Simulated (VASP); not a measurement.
## BN (Qingsongite): excitons from the Bethe-Salpeter equation

Aim: the optical spectrum of BN (Qingsongite) with the electron-hole interaction. The cell is of the zinc-blende type, one of the forms listed for this formula. The start is a cell from a database of measured crystal structures.

Program: VASP 6.6.1. Level of theory: PBE; plane waves and PAW (N_GW, B_GW), in the first sound run; inputs show where later runs differ. Results are calculated unless marked as measured.

This is a report of a sequence of runs, with most program output left out.

## (1) The starting structure

It takes space group F-43m (No. 216, cubic). Conventional cell: a = 3.615 Å, b = 3.615 Å, c = 3.615 Å, α = 90.00°, β = 90.00°, γ = 90.00°. Nearest to N lie 4 B at 1.57 Å. Nearest to B lie 4 N at 1.57 Å. Farther neighbours and most contacts between anions are not listed.

Coordinates:

```xyz
2
Lattice="0.0000 1.8075 1.8075 1.8075 0.0000 1.8075 1.8075 1.8075 0.0000" Properties=species:S:1:pos:R:3 pbc="T T T"
N     2.7113    2.7113    2.7113
B     0.0000    0.0000    0.0000
```

## (2) Ground state

The orbitals come from a self-consistent PBE run with a tight EDIFF and a narrow smearing. KPOINTS_OPT adds the bands along a path, which shows whether the mesh holds the band edges.

INCAR

```
SYSTEM = BN
PREC = Accurate
ENCUT = 450
EDIFF = 1E-08
NELM = 100
ISMEAR = 0
SIGMA = 0.01
LREAL = .FALSE.
ALGO = Normal
GGA = PE
NBANDS = 10
LORBIT = 11
LWAVE = .TRUE.
LCHARG = .FALSE.
KPAR = 8
```

POSCAR

```
BN
1.0
    0.0000000000      1.8075000000      1.8075000000
    1.8075000000      0.0000000000      1.8075000000
    1.8075000000      1.8075000000      0.0000000000
N B
1 1
Direct
    0.7500000000      0.7500000000      0.7500000000
    0.0000000000      0.0000000000      0.0000000000
```

KPOINTS

```
Automatic mesh
0
Gamma
8 8 8
0 0 0
```

KPOINTS_OPT

```
Line mode
12
Line-mode
Reciprocal
  0.00000000   0.00000000   0.00000000 GAMMA
  0.50000000   0.00000000   0.50000000 X

  0.50000000   0.00000000   0.50000000 X
  0.50000000   0.25000000   0.75000000 W

  0.50000000   0.25000000   0.75000000 W
  0.37500000   0.37500000   0.75000000 K

  0.37500000   0.37500000   0.75000000 K
  0.00000000   0.00000000   0.00000000 GAMMA

  0.00000000   0.00000000   0.00000000 GAMMA
  0.50000000   0.50000000   0.50000000 L

  0.50000000   0.50000000   0.50000000 L
  0.62500000   0.25000000   0.62500000 U

  0.62500000   0.25000000   0.62500000 U
  0.50000000   0.25000000   0.75000000 W

  0.50000000   0.25000000   0.75000000 W
  0.50000000   0.50000000   0.50000000 L

  0.50000000   0.50000000   0.50000000 L
  0.37500000   0.37500000   0.75000000 K

  0.62500000   0.25000000   0.62500000 U
  0.50000000   0.00000000   0.50000000 X
```

The projector-augmented-wave data sets are N_GW and B_GW (PBE family, release 64).

On the command line:

```sh
$ mpirun -np 8 vasp_std
```

Run time: 2.6 s. Hardware: 8 MPI ranks of Intel Xeon 6975P-C (Granite Rapids), shared host; peak memory 0.84 GiB; 12 s of CPU time.

Numbers from this step:

| Item | Value |
| --- | --- |
| free energy (TOTEN) | -17.45 eV |
| Fermi energy | 7.583 eV |
| pressure | -0.6471 GPa |
| least gap on mesh and path | 4.460 eV |
| least direct gap on mesh and path | 8.820 eV |

The highest empty bands on the path are converged less tightly, to about 0.1 eV. Electronic bands along the path, in eV, zero at the valence-band top; v1 is the highest filled band, c1 the lowest empty one:

```
          point      v3     v2     v1     c1     c2     c3     c4
              Γ    0.00   0.00   0.00   8.82   8.82   8.82  10.34
0.55 of the way   -4.54  -3.32  -3.32   6.50  11.21  14.04  14.04
              X   -8.92  -4.91  -4.91   4.46   9.23  17.93  17.93
0.55 of the way   -8.43  -5.88  -5.84   6.85  11.18  15.95  17.30
              W   -7.59  -6.96  -6.51   9.60  13.31  14.51  14.65
0.55 of the way   -7.98  -7.47  -4.94   7.99  13.05  14.73  16.53
              K   -8.13  -7.66  -4.07   6.91  12.87  15.83  16.69
0.55 of the way   -5.14  -3.43  -0.90  10.38  10.58  10.93  13.34
              Γ    0.00   0.00   0.00   8.82   8.82   8.82  10.34
0.55 of the way   -6.15  -1.26  -1.26   9.72  10.46  10.46  13.88
              L  -10.69  -1.94  -1.94  10.14  10.71  10.71  15.26
0.55 of the way   -9.80  -4.82  -2.99   8.67  13.04  13.09  15.56
              U   -8.13  -7.66  -4.07   6.91  12.87  15.83  16.69
0.55 of the way   -7.92  -7.39  -5.25   8.37  13.13  14.47  16.28
              W   -7.59  -6.96  -6.51   9.60  13.31  14.51  14.65
0.55 of the way   -9.87  -4.46  -3.20   9.66  11.04  13.93  15.72
              L  -10.69  -1.94  -1.94  10.14  10.71  10.71  15.26
0.45 of the way  -10.07  -4.09  -2.73   9.10  12.34  12.46  15.63
              K   -8.13  -7.66  -4.07   6.91  12.87  15.83  16.69
      jump to U   -8.13  -7.66  -4.07   6.91  12.87  15.83  16.69
0.45 of the way   -8.67  -6.13  -4.65   5.55  10.36  17.23  17.49
              X   -8.92  -4.91  -4.91   4.46   9.23  17.93  17.93
```

Of the projections kept (N, B), the largest for each band there; the rest of the weight can lie on other orbitals:

```
point      v3      v2      v1      c1      c2      c3      c4
    Γ  N 0.86  N 0.86  N 0.86  B 0.93  B 0.93  B 0.93  N 0.74
    X  N 0.54  N 0.62  N 0.62  B 0.56  B 0.91  B 0.57  B 0.57
    W  B 0.51  N 0.66  N 0.54  N 0.87  B 0.74  B 1.00  B 0.52
    K  N 0.51  N 0.59  N 0.64  B 0.56  B 0.59  B 0.61  B 0.63
    Γ  N 0.86  N 0.86  N 0.86  B 0.93  B 0.93  B 0.93  N 0.74
    L  N 0.50  N 0.72  N 0.72  B 0.60  B 0.79  B 0.79  N 0.79
```

The cell has a gap of 4.46 eV on mesh and path.

## (3) Empty bands

The next step needs empty bands that the ground-state run didn't converge, so the Hamiltonian is diagonalised exactly for NBANDS bands, in a single step. LOPTICS writes the k-derivatives of the orbitals (WAVEDER), which give the long-wavelength limit of the screening.

INCAR

```
SYSTEM = BN
PREC = Accurate
ENCUT = 450
ISMEAR = 0
SIGMA = 0.01
LREAL = .FALSE.
GGA = PE
NBANDS = 32
ALGO = Exact
NELM = 1
LWAVE = .TRUE.
LCHARG = .FALSE.
LOPTICS = .TRUE.
NEDOS = 1000
CSHIFT = 0.1
```

POSCAR is that of step 2.

KPOINTS is that of step 2.

On the command line:

```sh
$ mpirun -np 8 vasp_std
```

Elapsed: 2.2 s, on 8 MPI ranks; peak memory 0.81 GiB.

The gap is read on the k-mesh alone, so it is an upper bound where the band edges lie off the mesh.

A gap read on the k-mesh alone can miss the band edges.

This step gave:

```
gap on the k-mesh              : 4.460 eV
least direct gap on the k-mesh : 8.820 eV
```

WAVECAR now holds 32 bands for 8 electrons. Its independent-particle dielectric tensor has xx, yy, zz = 4.7, 4.7, 4.7 on this mesh, which isn't tested for convergence in mesh or bands and lacks local fields.

## (4) G0W0

This step: G0W0 on PBE; plane waves and PAW (N_GW, B_GW) (VASP 6.6.1).

G0W0 keeps orbitals and screening fixed and shifts each of the lowest NBANDSGW levels once. LWAVE keeps the quasiparticle levels in WAVECAR, and the W files hold the screened interaction for the next step.

INCAR

```
SYSTEM = BN
PREC = Accurate
ENCUT = 450
ISMEAR = 0
SIGMA = 0.01
LREAL = .FALSE.
GGA = PE
NBANDS = 32
ALGO = EVGW0
NELMGW = 1
ENCUTGW = 100
NOMEGA = 48
PRECFOCK = Fast
NBANDSGW = 16
LWAVE = .TRUE.
LCHARG = .FALSE.
```

POSCAR is that of step 3.

KPOINTS is that of step 3.

On the command line:

```sh
$ mpirun -np 8 vasp_std
```

It took 43 s on 8 MPI ranks; peak memory 1.2 GiB; 4.4 min of CPU time.

Numbers from this step:

```yaml
quasiparticle_gap_on_the_mesh: 5.742 eV
smallest_direct_quasiparticle_gap_on_the_mesh: 10.81 eV
gap_of_the_starting_orbitals_on_the_mesh: 4.460 eV
```

GW takes the gap from 4.460 to 5.742 eV. The value holds for 32 bands, ENCUTGW = 100 eV and this mesh, and isn't shown to be converged in them.

## (5) BSE, Tamm-Dancoff

This step: BSE on G0W0 on PBE; plane waves and PAW (N_GW, B_GW) (VASP 6.6.1).

The Bethe-Salpeter equation adds the screened attraction of electron and hole to the quasiparticle pairs; ANTIRES = 0 leaves out the coupling to antiresonant pairs.

INCAR

```
SYSTEM = BN
PREC = Accurate
ENCUT = 450
ISMEAR = 0
SIGMA = 0.01
LREAL = .FALSE.
GGA = PE
NBANDS = 32
ALGO = BSE
NBANDSO = 3
NBANDSV = 4
OMEGAMAX = 25
NEDOS = 1000
CSHIFT = 0.1
PRECFOCK = Fast
LWAVE = .FALSE.
LCHARG = .FALSE.
ENCUTGW = 100
ANTIRES = 0
```

POSCAR is that of step 4.

KPOINTS is that of step 4.

On the command line:

```sh
$ mpirun -np 8 vasp_std
```

It took 53 s on 8 MPI ranks; peak memory 2.9 GiB.

Numbers from this step:

* lowest excitation: 10.26 eV
* direct gap less the lowest excitation: 0.5528 eV

The imaginary dielectric function, xx has structure finer than the step of the table below, so its rows give means over 1 eV, whole bins alone (the curve runs from 0 to 25 eV). Peaks (eV: height): 10.6: 38.0, 11.5: 18.5, 12.4: 17.7, 12.9: 15.4, 15.5: 7.30.

From 3 filled and 4 empty bands alone, without any pair above OMEGAMAX = 25 eV, so strength is missing wherever others contribute; lines are broadened by CSHIFT, which also makes the tail under the first line. The imaginary dielectric function, xx by photon energy; means over each step:

photon energy (eV), imaginary dielectric function, xx and a bar:
```
        1        0.0 
        2        0.0 
        3        0.0 
        4        0.0 
        5        0.0 
        6        0.1 
        7        0.1 
        8        0.2 
        9        0.4 #
       10        6.6 ##########
       11       19.3 ##############################
       12       12.9 ####################
       13        9.4 ###############
       14        4.2 ######
       15        4.2 ######
       16        4.4 #######
       17        1.3 ##
       18        1.5 ##
       19        0.8 #
       20        0.8 #
       21        0.7 #
       22        0.6 #
       23        0.3 #
       24        0.3
```

Some of the lowest 40 states alone, with states under 2.5 meV apart joined, scaled to the strongest line shown. Exciton lines, with heights relative to the strongest:

```
position (eV)  lines merged  oscillator strength
       10.263             6                   38
       10.277             2                  0.0
       10.295             1                  0.0
       10.594             3                  100
       10.631             3                  0.0
       10.673             3                  0.0
       10.683             3                  2.8
       10.700             3                  0.8
       10.717             3                  0.0
       10.815             2                  0.0
       10.870             3                  5.1
       10.883             1                  0.0
       10.924             3                   38
```

The lowest excitation lies at 10.262 eV, -553 meV against the direct gap of these orbitals. No second mesh in this session tests these energies, peaks and heights.

## (6) Independent quasiparticles

This step: BSE on G0W0 on PBE, independent quasiparticles; plane waves and PAW (N_GW, B_GW) (VASP 6.6.1).

With LADDER and LHARTREE off the pairs don't interact at all, so the lowest line must equal the direct gap.

Changes to INCAR since step 5:

```diff
@@ -19 +19,3 @@
 ANTIRES = 0
+LADDER = .FALSE.
+LHARTREE = .FALSE.
```

POSCAR is that of step 5.

KPOINTS is that of step 5.

On the command line:

```sh
$ mpirun -np 8 vasp_std
```

Run time: 31 s. Hardware: 8 MPI ranks; peak memory 2.8 GiB; 3.2 min of CPU time.

Numbers from this step:

```yaml
lowest_excitation: 10.81 eV
```

The imaginary dielectric function, xx has structure finer than the step of the table below, so its rows give means over 1 eV, whole bins alone (the curve runs from 0 to 25 eV). Peaks (eV: height): 12.4: 10.7, 13.2: 11.0, 13.8: 17.5, 14.1: 15.8, 15.5: 8.60, 16.3: 9.96, 17.0: 13.4.

From 3 filled and 4 empty bands alone, without any pair above OMEGAMAX = 25 eV, so strength is missing wherever others contribute; lines are broadened by CSHIFT, which also makes the tail under the first line. Table of imaginary dielectric function, xx by photon energy; means over each step:

```
photon energy (eV)  imaginary dielectric function, xx
                 1                            0.00292
                 2                            0.00602
                 3                            0.00955
                 4                             0.0138
                 5                             0.0194
                 6                             0.0270
                 7                             0.0385
                 8                             0.0577
                 9                             0.0963
                10                              0.225
                11                               2.50
                12                               7.89
                13                               8.09
                14                               13.4
                15                               7.18
                16                               6.81
                17                               9.70
                18                               2.11
                19                               2.99
                20                               1.69
                21                               1.43
                22                               1.58
                23                              0.973
                24                              0.786
```

The lowest excitation lies at 10.815 eV, +553 meV against the Tamm-Dancoff singlet. No second mesh in this session tests these energies, peaks and heights.

## (7) Summary

This step: BSE on G0W0 on PBE; plane waves and PAW (VASP 6.6.1).

This step runs nothing: it gathers the runs above.

Cost is wall time times ranks on a shared host, for this step alone, without the steps before it. Excitations by level:

```
                     level  first excitation (eV)  cost (core minutes)
         BSE, Tamm-Dancoff                  10.26                 7.07
independent quasiparticles                  10.81                 4.13
```

## (8) Results

| Quantity | Value |
| --- | --- |
| BSE, Tamm-Dancoff | lowest vertical excitation 10.262 eV; direct gap 10.815 eV |
| independent quasiparticles | lowest vertical excitation 10.815 eV; direct gap 10.815 eV |

What this shows: The Bethe-Salpeter equation puts the lowest vertical singlet excitation at 10.262 eV, 0.55 eV below the direct gap of 10.815 eV; the states within 10 meV of it carry 38 % of the strength of the strongest such group among the lowest 40 states. The spectra were run on one mesh, so the distance from the gap isn't shown to be converged; coarse meshes tend to overstate it. Bands, response cutoff and mesh of the GW step weren't tested in this session. Only vertical pairs enter; the least gap on the mesh is indirect, 5.742 eV, and its phonon-assisted absorption is absent. Only the bands set by NBANDSO and NBANDSV form pairs, and any pair above OMEGAMAX = 25 eV is dropped, so the spectrum is that of this window; the window can cut degenerate bands. Not tabulated here, as repeats of values shown or as unfit to read for their mesh, reference level or band range: eps2 curves (empty bands); eps1 curves and static values (BSE, empty bands, independent quasiparticles); line lists of runs without attraction (independent quasiparticles).

[Lines on the potential files, build, host, timing and source positions are cut from VASP's logs without a mark.]

[Logs are printed without paths, hosts, clocks, repeated set-up lines and the standing remarks that a program may print on its own settings, such as how far it seeks lower states.]

[Hosts, paths, dates, database ids (printed as entryN), source tags and the programs' standing remarks are cut or masked in the printed files.]

[Pressures printed for these runs are not shown converged in the cutoff: they can be off by several GPa and have the wrong sign.]
